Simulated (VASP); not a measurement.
InAs: energy against volume

InAs (zinc blende, F-43m, 28.236 Å³/atom and stress up to 0.02 GPa in the relaxed cell, cube axes along x, y and z) under an equal strain ε along all three axes. PBEsol in VASP (plane waves, PAW), 480 eV, 10×10×10 Γ-centred mesh, Methfessel-Paxton smearing 0.10 eV; ions are relaxed, or left where forces stay under 0.02 eV/Å, within the symmetry of each cell.

Here V stands for volume and E for E less E0.

| volume (Å³/atom) | E less E0 (meV/atom) | pressure (GPa) |
|---|---|---|
| 26.5753 | 19.49 | 3.92 |
| 26.9842 | 10.83 | 2.83 |
| 27.3972 | 4.79 | 1.82 |
| 27.8144 | 1.23 | 0.88 |
| 28.2358 | 0.00 | 0.02 |
| 28.6615 | 0.98 | -0.79 |
| 29.0914 | 4.06 | -1.54 |
| 29.5256 | 9.11 | -2.23 |
| 29.9641 | 16.02 | -2.87 |
| 30.8540 | ? | ? |

Taking the third-order Birch-Murnaghan form, a cubic in V^(-2/3) for E over the 9 complete rows: With u = V^(-2/3) - 0.1079, the rows have u = 0.0043918, 0.0032545, 0.0021346, 0.0010315, -0.0000550, -0.0011255, -0.0021801, -0.0032191, -0.0042429. Least squares gives E = 0.007 + 197.3·u + 950328·u² + 3371670·u³. Residuals (row less fit): 0.001, -0.001, -0.001, 0.005, 0.001, -0.004, 0.001, 0.003, 0.000; standard error 0.003 (degrees of freedom: 5). Its minimum lies at u = -0.0001039, so V0 = (0.1077961)^(-3/2) = 28.25. There d²E/du² = 1899000 and d³E/du³ = 2.023e7, so B0 = (4/9) × 28.25^(-7/3) × 1899000 × 0.160218 = 55.6 GPa (the last factor turns the table's units into GPa), and B0' = 4 + (2/3) × 0.1077961 × (2.023e7)/1899000 = 4.8. B0' rests on the cubic coefficient alone and has a standard error of 0.1 from these residuals.

Q: What does the fit predict for E at V = 30.8540, and how far is the calculated value from it?

A: u = -0.0062457, so E = 0.007 + 197.3 × (-0.0062457) + 950328 × (-0.0062457)² + 3371670 × (-0.0062457)³ = 35.024 meV/atom. The calculation gives 35.03 meV/atom, 0.006 meV/atom above the prediction (0.0 % of the range of E in the table). The row lies outside the fitted rows, so this is an extrapolation. The scatter of the fitted rows lies at the last printed digit.

This level leaves no gap over 0.05 eV at strain -2.00, -1.50, -1.00, -0.50, 0.00, 0.50, 1.00, 1.50, 2.00, 3.00 %. Other structures, which can take over under pressure, weren't tried. The same form fitted to the pressure column gives B0' = 4.7; series where the two differ by over 0.4 aren't shown. Rows are the converged runs of the series near zero and its far end, less any whose ions stayed unrelaxed beside relaxed ones; series whose fitted rows scatter by over a few per cent of the range, as at a crossing or softening among them, aren't shown in this form.
